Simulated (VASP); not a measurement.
Given:

```xyz
1
Lattice="0.0000 2.4348 2.4348 2.4348 0.0000 2.4348 2.4348 2.4348 0.0000" Properties=species:S:1:pos:R:3 pbc="T T T"
Pb     0.0000     0.0000     0.0000
```

These are TPSS meta-GGA, VASP's PBE PAW potentials (set 64) (plane waves; VASP 6.6.1) values and carry that method's errors. Run with 520 eV cut-off, 13×13×13 Γ-centred mesh, first-order Methfessel-Paxton smearing of 0.10 eV, potentials Pb_d.

Problem. Give the stress tensor in GPa (positive for a compressed cell).

Solution. 
```
3.56  0.00  0.00
0.00  3.56  0.00
0.00  0.00  3.56
```
The pressure is its mean diagonal, 3.56 GPa.

The compound is Pb in the fcc structure. This cell is one point of a volume scan, at 0.94 of the reference volume.
